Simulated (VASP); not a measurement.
Output of a VASP run:

### OSZICAR
```
       N       E                     dE             d eps       ncg     rms          rms(c)
DAV:   1     0.218492003147E+03    0.21849E+03   -0.10777E+04  1512   0.181E+03
DAV:   2     0.224094743745E+01   -0.21625E+03   -0.20769E+03  2328   0.297E+02
DAV:   3    -0.310861788409E+02   -0.33327E+02   -0.28873E+02  1872   0.138E+02
DAV:   4    -0.325955355535E+02   -0.15094E+01   -0.15092E+01  2472   0.308E+01
DAV:   5    -0.326614675319E+02   -0.65932E-01   -0.65928E-01  2392   0.578E+00    0.292E+01
DAV:   6    -0.308732883410E+02    0.17882E+01   -0.89226E+01  2256   0.570E+01    0.265E+01
DAV:   7    -0.295048044415E+02    0.13685E+01   -0.18158E+02  2304   0.125E+02    0.204E+01
DAV:   8    -0.287716229648E+02    0.73318E+00   -0.35191E+00  1856   0.203E+01    0.131E+01
DAV:   9    -0.275803973958E+02    0.11912E+01   -0.59905E+00  2256   0.203E+01    0.168E+00
DAV:  10    -0.275588583109E+02    0.21539E-01   -0.21517E-01  2656   0.387E+00    0.118E+00
DAV:  11    -0.275409812638E+02    0.17877E-01   -0.38514E-02  2176   0.186E+00    0.108E+00
DAV:  12    -0.275235000384E+02    0.17481E-01   -0.71789E-02  1976   0.205E+00    0.725E-01
DAV:  13    -0.275246855473E+02   -0.11855E-02   -0.12888E-01  2528   0.339E+00    0.900E-01
DAV:  14    -0.275204626084E+02    0.42229E-02   -0.38613E-02  2112   0.186E+00    0.850E-02
DAV:  15    -0.275206642048E+02   -0.20160E-03   -0.13950E-03  2288   0.373E-01    0.149E-01
DAV:  16    -0.275205376453E+02    0.12656E-03   -0.75637E-04  2224   0.268E-01    0.609E-02
DAV:  17    -0.275205291860E+02    0.84593E-05   -0.94793E-05  2208   0.664E-02    0.225E-02
DAV:  18    -0.275205254924E+02    0.36935E-05   -0.21616E-05  2376   0.427E-02    0.675E-03
DAV:  19    -0.275205249759E+02    0.51658E-06   -0.14105E-06  1232   0.122E-02
   1 F= -.27520525E+02 E0= -.27520525E+02  d E =-.463381E-16
```

File OUTCAR:
```
------------------------ aborting loop because EDIFF is reached ----------------------------------------
  FORCE on cell =-STRESS in cart. coord.  units (eV):
  Direction    XX          YY          ZZ          XY          YZ          ZX
  --------------------------------------------------------------------------------------
  Total       -1.9724528     -1.9724528     -1.9724528     -0.0000000      0.0000000      0.0000000
  in kB      -77.3433043    -77.3433043    -77.3433043     -0.0000000      0.0000000      0.0000000
  external PRESSURE =     -77.3433043 kB  Pullay stress =       0.0000000 kB
  volume of cell :       40.86
      direct lattice vectors                 reciprocal lattice vectors
     0.000000000  2.733725000  2.733725000    -0.182900621  0.182900621  0.182900621
     2.733725000  0.000000000  2.733725000     0.182900621 -0.182900621  0.182900621
     2.733725000  2.733725000  0.000000000     0.182900621  0.182900621 -0.182900621
 POSITION                                       TOTAL-FORCE (eV/Angst)
 -----------------------------------------------------------------------------------
      0.00000      0.00000      0.00000         0.000000      0.000000      0.000000
      1.36686      1.36686      1.36686         0.000000      0.000000      0.000000
      4.10059      4.10059      4.10059        -0.000000     -0.000000     -0.000000
 -----------------------------------------------------------------------------------
    total drift:                                0.000000      0.000000      0.000000
  FREE ENERGIE OF THE ION-ELECTRON SYSTEM (eV)
  ---------------------------------------------------
  free  energy   TOTEN  =       -27.5205249759 eV

  energy  without entropy=      -27.5205249759  energy(sigma->0) =      -27.52052498
```
(Selected blocks of OUTCAR.)

### POSCAR
```
CeO2
1
    0.0000000000     2.7337250000     2.7337250000
    2.7337250000     0.0000000000     2.7337250000
    2.7337250000     2.7337250000     0.0000000000
Ce O
1 2
Direct
  0.0000000000   0.0000000000   0.0000000000
  0.2500000000   0.2500000000   0.2500000000
  0.7500000000   0.7500000000   0.7500000000
```

Problem. Write an INCAR and KPOINTS that could have produced this output.

Solution. This is not unique; one that fits is the input of the run itself, PBEsol GGA, plane waves, VASP's PBE PAW potentials (set 64).

**INCAR**
```
SYSTEM = CeO2
PREC = Accurate
ENCUT = 460
EDIFF = 1E-6
NELM = 100
ALGO = Normal
LREAL = .FALSE.
LASPH = .TRUE.
ISMEAR = 0
SIGMA = 0.05
GGA = PS
LMAXMIX = 6
LWAVE = .FALSE.
LCHARG = .FALSE.
ISIF = 2
```

KPOINTS:
```
Regular mesh
0
G
  10 10 10
```

POTCAR, in this order: Ce O (PBE.64 set). Program: vasp_std.

At this cut-off the stress carries a Pulay error, which pulls relaxed volumes low.

The structure comes from a computed database's CeO2 entry; how it stands against other phases isn't given here. The cell was not relaxed at this level. The run is one of a series of settings (ENCUT = 460 against the base run), some of them coarse on purpose. The run is not spin-polarised, so no magnetic state was tried.
